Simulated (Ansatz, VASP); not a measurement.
# SrTlBr3: VASP beside Ansatz, part 2 of 2

Wanted: the spread between two codes on one cell, functional and k mesh. The cell is invented: As first built, before any earlier steps moved the atoms (in the runner's words): it takes the RbSrCl3 structure with some of its atoms replaced by other elements, volume scaled by an estimate. It may not be a known or stable phase. The cell is taken from a series of VASP runs on this material, whose earlier steps may have relaxed, scaled or displaced it; both programs get it as it stands.

VASP 6.6.1 and Ansatz 0.2.0.

So far. Step 2 (Ansatz: single point, BLYP): The run ends at a pressure of 0.02 GPa. Step 3 (VASP: single point, BLYP): The run ends at a pressure of 0.00 GPa.

### Step 6. VASP: band structure, BLYP

Level of this step: BLYP; plane waves and PAW (Tl_d, Sr_sv, Br); invented cell (VASP).

The same cell, functional (in two slightly different forms), mesh and smearing now go to VASP, with its own data sets and cutoff.

The input, INCAR:

```
SYSTEM = SrTlBr3
PREC = Accurate
ENCUT = 400
EDIFF = 1E-06
NELM = 100
ISMEAR = 0
SIGMA = 0.05
LREAL = .FALSE.
ALGO = Normal
GGA = B5
ALDAX = 1
AGGAX = 1
AGGAC = 1
ALDAC = 0
NBANDS = 37
LORBIT = 11
LWAVE = .FALSE.
LCHARG = .FALSE.
KPAR = 2
```

The input, POSCAR:

```
SrTlBr3
1.0
    6.0756620906      0.0000000000      0.0000000000
    0.0000000000      6.0756620906      0.0000000000
    0.0000000000      0.0000000000      6.0756620906
Tl Sr Br
1 1 3
Direct
    0.5000000000      0.5000000000      0.5000000000
    0.0000000000      0.0000000000      0.0000000000
    0.5000000000      0.0000000000      0.0000000000
    0.0000000000      0.5000000000      0.0000000000
    0.0000000000      0.0000000000      0.5000000000
```

The input, KPOINTS:

```
Automatic mesh
0
Gamma
5 5 5
0 0 0
```

The input, KPOINTS_OPT:

```
Line mode
16
Line-mode
Reciprocal
  0.00000000   0.00000000   0.00000000 GAMMA
  0.00000000   0.50000000   0.00000000 X

  0.00000000   0.50000000   0.00000000 X
  0.50000000   0.50000000   0.00000000 M

  0.50000000   0.50000000   0.00000000 M
  0.00000000   0.00000000   0.00000000 GAMMA

  0.00000000   0.00000000   0.00000000 GAMMA
  0.50000000   0.50000000   0.50000000 R

  0.50000000   0.50000000   0.50000000 R
  0.00000000   0.50000000   0.00000000 X

  0.50000000   0.50000000   0.00000000 M
  0.50000000   0.50000000   0.50000000 R
```

PAW data sets: Tl_d, Sr_sv and Br (PBE family, release 64).

Command:

```
mpirun -np 2 vasp_std
```

Numbers of over 12 decimals in the logs are rounded to 6 here.

Output:

```text
[banner, memory and clock lines left out]
running    2 mpi-ranks, on    1 nodes
[...]
[... a notice as in an earlier step ...]

 LDA part: xc-table for (Slater(with rela. corr.)+VWN5), standard interpolation
 POSCAR, INCAR and KPOINTS ok, starting setup
[...]
entering main loop
       N       E                     dE             d eps       ncg     rms          rms(c)
DAV:   1     0.236111041054E+03    0.23611E+03   -0.16530E+04   748   0.823E+02
DAV:   2     0.217692106607E+01   -0.23393E+03   -0.22426E+03   972   0.193E+02
DAV:   3    -0.158719832406E+02   -0.18049E+02   -0.17945E+02   984   0.488E+01
DAV:   4    -0.165139697658E+02   -0.64199E+00   -0.64029E+00  1155   0.738E+00
[...]
DAV:  13    -0.151679531936E+02   -0.34191E-05   -0.10720E-05   916   0.120E-02    0.968E-03
DAV:  14    -0.151679556181E+02   -0.24245E-05   -0.42185E-06   729   0.878E-03    0.368E-03
DAV:  15    -0.151679556383E+02   -0.20229E-07   -0.22712E-07   499   0.207E-03
   1 F= -.15167956E+02 E0= -.15167956E+02  d E =-.472310E-14
 Start KPOINTS_OPT (optional k-point list driver)
k-point batch [1-10\96]
       N       E                     dE             ncg
DAV:   1    -0.154569693070E+04   -0.35814E+04      740
DAV:   2    -0.378194152205E+04   -0.22362E+04      935
DAV:   3    -0.396712671396E+04   -0.18519E+03      990
DAV:   4    -0.397132124719E+04   -0.41945E+01     1013
DAV:   5    -0.397138212806E+04   -0.60881E-01      912
DAV:   6    -0.397138377458E+04   -0.16465E-02     1005
DAV:   7    -0.397138378630E+04   -0.11725E-04      899
DAV:   8    -0.397138378654E+04   -0.23388E-06      653
[...]
k-point batch [91-96\96]
       N       E                     dE             ncg
DAV:   1     0.254362425993E+04   -0.67922E+04      452
DAV:   2     0.120135033659E+04   -0.13423E+04      546
DAV:   3     0.110141025280E+04   -0.99940E+02      574
DAV:   4     0.109655714986E+04   -0.48531E+01      728
DAV:   5     0.109651812259E+04   -0.39027E-01      595
DAV:   6     0.109651715884E+04   -0.96375E-03      624
DAV:   7     0.109651712831E+04   -0.30535E-04      648
DAV:   8     0.109651712799E+04   -0.31551E-06      456
```

From OUTCAR (step 6):

```text
  Total       -0.0072032     -0.0072032     -0.0072032      0.0000000      0.0000000     -0.0000000
  in kB       -0.0514583     -0.0514583     -0.0514583      0.0000000      0.0000000     -0.0000000
  external PRESSURE =      -0.0514583 kB  Pullay stress =       0.0000000 kB

  FREE ENERGIE OF THE ION-ELECTRON SYSTEM (eV)
  ---------------------------------------------------
  free  energy   TOTEN  =       -15.1679556383 eV

  energy  without entropy=      -15.1679556383  energy(sigma->0) =      -15.16795564

[... 2 parts as in an earlier step ...]

[... 2 further parts left out ...]
[key lines of the parts left out:]
E-fermi :  -0.6334
```

The run ends at a pressure of -0.01 GPa.

### Step 7. Side by side

Both answers:

```
                     quantity  Ansatz   VASP  difference
               pressure (GPa)    0.02  -0.01       +0.02
gap over the path points (eV)   2.995  2.999      -0.004
```

Levels at points of the path, from each program's valence-band top (eV; 4 filled, then empty):

```
k (reciprocal lattice)                                  Ansatz                                    VASP
     0.000 0.000 0.000  -0.40 -0.29 -0.29 -0.29 4.12 4.12 4.12  -0.40 -0.29 -0.29 -0.29 4.12 4.12 4.12
     0.000 0.100 0.000  -0.41 -0.35 -0.30 -0.30 3.94 4.08 4.08  -0.41 -0.34 -0.30 -0.30 3.95 4.09 4.09
     0.000 0.200 0.000  -0.46 -0.42 -0.31 -0.31 3.61 4.00 4.00  -0.46 -0.42 -0.31 -0.31 3.62 4.00 4.00
     0.000 0.300 0.000  -0.53 -0.45 -0.31 -0.31 3.29 3.91 3.91  -0.53 -0.45 -0.31 -0.31 3.30 3.91 3.91
     0.000 0.433 0.000  -0.55 -0.47 -0.30 -0.30 3.03 3.83 3.83  -0.55 -0.47 -0.30 -0.30 3.03 3.83 3.83
     0.000 0.500 0.000  -0.55 -0.47 -0.30 -0.30 3.00 3.82 3.82  -0.55 -0.47 -0.30 -0.30 3.00 3.82 3.82
     0.100 0.500 0.000  -0.56 -0.39 -0.35 -0.33 3.05 3.79 3.79  -0.55 -0.39 -0.35 -0.32 3.05 3.79 3.79
     0.200 0.500 0.000  -0.60 -0.48 -0.39 -0.24 3.19 3.71 3.72  -0.59 -0.48 -0.39 -0.24 3.20 3.72 3.73
     0.333 0.500 0.000  -0.65 -0.64 -0.52 -0.08 3.43 3.60 3.63  -0.65 -0.64 -0.52 -0.08 3.43 3.60 3.64
     0.433 0.500 0.000  -0.70 -0.64 -0.61 -0.01 3.54 3.56 3.59  -0.70 -0.64 -0.61 -0.01 3.54 3.56 3.59
```

Among the levels compared at these points, filled levels agree within 6 meV and empty ones within 6 meV. Ansatz's pressure holds a Pulay correction of 0.01 GPa; VASP's holds none.

### Step 8. VASP: electric field gradients, BLYP

Field gradients test the density near the nuclei, where the PAW reconstruction matters most.

INCAR, as its differences from that of step 6:

```diff
@@ -3,3 +3,3 @@
 ENCUT = 400
-EDIFF = 1E-06
+EDIFF = 1E-07
 NELM = 100
@@ -14,3 +14,3 @@
 ALDAC = 0
-NBANDS = 37
+NBANDS = 28
 LORBIT = 11
@@ -19 +19,3 @@
 KPAR = 2
+LEFG = .TRUE.
+LASPH = .TRUE.
```

POSCAR is that of step 6.

The input, KPOINTS:

```
Automatic mesh
0
Gamma
4 4 4
0 0 0
```

Command:

```
mpirun -np 2 vasp_std
```

Output:

```text
[... set-up lines as in an earlier step ...]
 entering main loop
       N       E                     dE             d eps       ncg     rms          rms(c)
DAV:   1     0.265125222556E+03    0.26513E+03   -0.16652E+04   560   0.107E+03
DAV:   2     0.509485108207E+01   -0.26003E+03   -0.25431E+03   724   0.243E+02
DAV:   3    -0.155355097527E+02   -0.20630E+02   -0.20561E+02   648   0.657E+01
DAV:   4    -0.165127280909E+02   -0.97722E+00   -0.97644E+00   968   0.113E+01
[...]
DAV:  13    -0.151673688362E+02   -0.46068E-05   -0.84832E-06   720   0.134E-02    0.186E-02
DAV:  14    -0.151673708503E+02   -0.20141E-05   -0.48918E-06   628   0.117E-02    0.174E-03
DAV:  15    -0.151673708601E+02   -0.98476E-08   -0.14441E-07   560   0.196E-03
ion   1
     0.0000000     0.0000000     0.0000000     0.0000000     0.0000000     0.0000000
     0.0000685     0.0000000     0.0000000     0.0000000     0.0000000     0.0000000
     0.0000943     0.0000000     0.0000000     0.0000000     0.0000000     0.0000000
     0.0001298     0.0000000     0.0000000     0.0000000     0.0000000     0.0000000
[...]
0.0000000     0.0000000     0.0000000    16.9957313     0.0000000    29.4374701
     0.0000501     0.0000000     0.0000000    16.9949859     0.0000000    29.4361790
     0.0000689     0.0000000     0.0000000    16.9945770     0.0000000    29.4354709
     0.0000949     0.0000000     0.0000000    16.9939198     0.0000000    29.4343325
     0.0001307     0.0000000     0.0000000    16.9928688     0.0000000    29.4325122

ion   5
     0.0000000    -0.0000000    -0.0000000     0.1404411     0.0000000    -0.0000000
     0.0000501    -0.0000000    -0.0000000     0.1404411     0.0000000    -0.0000000
     0.0000689    -0.0000000    -0.0000000     0.1404411     0.0000000    -0.0000000
     0.0000949    -0.0000000    -0.0000000     0.1404411     0.0000000    -0.0000000
     0.0001307    -0.0000000    -0.0000000     0.1404412     0.0000000    -0.0000000

     0.0000000    -0.0000000     0.0000000   -33.9914626    -0.0000000    -0.0000000
     0.0000501    -0.0000000     0.0000000   -33.9899717    -0.0000000    -0.0000000
     0.0000689    -0.0000000     0.0000000   -33.9891541    -0.0000000    -0.0000000
     0.0000949    -0.0000000     0.0000000   -33.9878396    -0.0000000    -0.0000000
     0.0001307    -0.0000000     0.0000000   -33.9857377    -0.0000000    -0.0000000

   1 F= -.15167371E+02 E0= -.15167371E+02  d E =-.766397E-12
```

OUTCAR, selected parts (step 8):

```text
  Total       -0.0043116     -0.0043116     -0.0043116     -0.0000000      0.0000000     -0.0000000
  in kB       -0.0308009     -0.0308009     -0.0308009     -0.0000000      0.0000000     -0.0000000
  external PRESSURE =      -0.0308009 kB  Pullay stress =       0.0000000 kB

  FREE ENERGIE OF THE ION-ELECTRON SYSTEM (eV)
  ---------------------------------------------------
  free  energy   TOTEN  =       -15.1673708601 eV

  energy  without entropy=      -15.1673708601  energy(sigma->0) =      -15.16737086

[... 3 parts as in an earlier step ...]

[... 1 further part left out ...]
[key lines of the parts left out:]
E-fermi :  -0.6140
```

The run ends at a pressure of 0.00 GPa.

### Step 9. Ansatz: electric field gradients, BLYP

The same cell, functional (in two slightly different forms), mesh and smearing now go to Ansatz, which takes its cutoff from its data sets.

The cell is taken from a series of VASP runs on this material, whose earlier steps may have relaxed, scaled or displaced it; both programs get it as it stands.

The input, input.yaml:

```yaml
crystal:
  lattice:
    - [6.0756620906, 0.0, 0.0]
    - [0.0, 6.0756620906, 0.0]
    - [0.0, 0.0, 6.0756620906]
  atoms:
    - { symbol: Tl, position: [0.5, 0.5, 0.5] }
    - { symbol: Sr, position: [0.0, 0.0, 0.0] }
    - { symbol: Br, position: [0.5, 0.0, 0.0] }
    - { symbol: Br, position: [0.0, 0.5, 0.0] }
    - { symbol: Br, position: [0.0, 0.0, 0.5] }
hamiltonian:
  xc: blyp
  pseudopotentials: { kind: paw }
kpoints:
  mp_grid: { grid: [4, 4, 4] }
scf:
  occupations: { method: gaussian, width: 0.05 }
  n_extra_bands: 5
output:
  forces: true
  stress: true
  eigenvalues: true
  efg: {}
```

Command:

```
ansatz run input.yaml --threads 2 --pin off --max-ram 4608MiB --backend cpu --events-out ev --progress --plain --runs-dir out
```

Output:

```text
[...]
Sr, Tl: output.efg is read without spin–orbit coupling, which moves field gradients at and beside such atoms by some per cent and up to a factor of two; PAW files take it under magnetization.noncollinear and magnetization.spin_orbit
[...]
Crystal: 5 atoms, lattice volume = 224.275 Å³
[...]
k-point 0: bands = [... 18 lower, 0.9361, 1.0441, 1.0441, 1.0441, 5.4507, 5.4507, 5.4507, 6.6425, ... 1 higher]
  k-point 1: bands = [... 18 lower, 0.8306, 0.8993, 1.0252, 1.0252, 4.7789, 5.2884, 5.2884, 6.7289, ... 1 higher]
  k-point 2: bands = [... 18 lower, 0.7821, 0.8636, 1.0346, 1.0346, 4.3311, 5.1520, 5.1520, 6.7757, ... 1 higher]
  k-point 9: bands = [... 18 lower, 0.1028, 1.3358, 1.3358, 1.3358, 5.3609, 5.3609, 5.3609, 8.2128, ... 1 higher]
[key lines of the parts left out:]
SCF converged after 6 iterations
Free energy (F): -23421.400563 eV
Fermi energy:    2.833683 eV
P = ⅓ Tr σ = 0.0173 GPa (0.173 kbar)
```

Wall time 2.7 s (2 threads of Arm Neoverse V2, shared host); peak memory 0.52 GiB.

The run ends at a pressure of 0.02 GPa.

### Step 10. Differences

What differs besides the data sets and the points named for the pairs above, as far as they apply: Ansatz adds the response of the frozen cores to the gradients, VASP leaves it out. Total energies have different zeros and are not compared.

The two programs side by side:

```
              quantity  Ansatz   VASP  difference
        pressure (GPa)    0.02   0.00       +0.02
gap on the k mesh (eV)   2.995  2.999      -0.004
     Vzz at Br3 (V/Å²)    50.6   44.1        +6.5
     Vzz at Br4 (V/Å²)    50.6   44.1        +6.5
     Vzz at Br5 (V/Å²)    50.6   44.1        +6.5
```

A gap on the mesh is an upper bound, since the band edges may lie between its points; neither run holds spin-orbit coupling, which can move the band edges of a compound of Tl. Ansatz's pressure holds a Pulay correction of 0.01 GPa; VASP's holds none.

### Step 11. What the set-up changes

Further runs change the set-up of one program: Ansatz's method, potentials or start, or VASP's data sets, cutoff or form of LDA. The table gives Ansatz less VASP for each quantity, since a change that brings one quantity closer may part another.

```
                                    run  pressure (GPa)  gap on the k mesh (eV)  Vzz at Br3 (V/Å²)  Vzz at Br4 (V/Å²)  Vzz at Br5 (V/Å²)
                               as above           0.020                 -0.0036                6.5                6.5                6.5
                   cores kept as stored           0.028                 -0.0040                1.9                1.9                1.9
Ansatz's larger PAW set (cutoff 800 eV)           0.016                 -1.4e-4                5.7                5.7                5.7
```

### Step 12. Results

* difference in gap on the k mesh (single point, BLYP): -0.0039 eV
* difference in gap over the path points (band structure, BLYP): -0.0038 eV
* difference in Vzz at Br3 (electric field gradients, BLYP): 6.5 V/Å²

In words: The difference in gap on the k mesh is -0.0039 eV (single point, BLYP), within the 0.08 eV picked in this series as the mark of a large difference. Electric field gradients, BLYP, cores kept as stored: the difference in pressure goes from 0.020 to 0.028 GPa; the difference in Vzz at Br3 goes from 6.5 to 1.9 V/Å²; the difference in Vzz at Br4 goes from 6.5 to 1.9 V/Å²; the difference in Vzz at Br5 goes from 6.5 to 1.9 V/Å². Electric field gradients, BLYP, Ansatz's larger PAW set (cutoff 800 eV): the difference in gap on the k mesh goes from -0.0036 to -1.4e-4 eV. 1 further run of this series is not shown here. How closely two codes agree says nothing of how well the functional describes the real material.

[Lines on the potential files, build, host, timing and source positions are cut from VASP's logs without a mark.]

[Logs are printed without paths, hosts, clocks, repeated set-up lines and the standing remarks that a program may print on its own settings, such as how far it seeks lower states.]

[Hosts, paths, dates, database ids (printed as entryN), source tags and the programs' standing remarks are cut or masked in the printed files.]
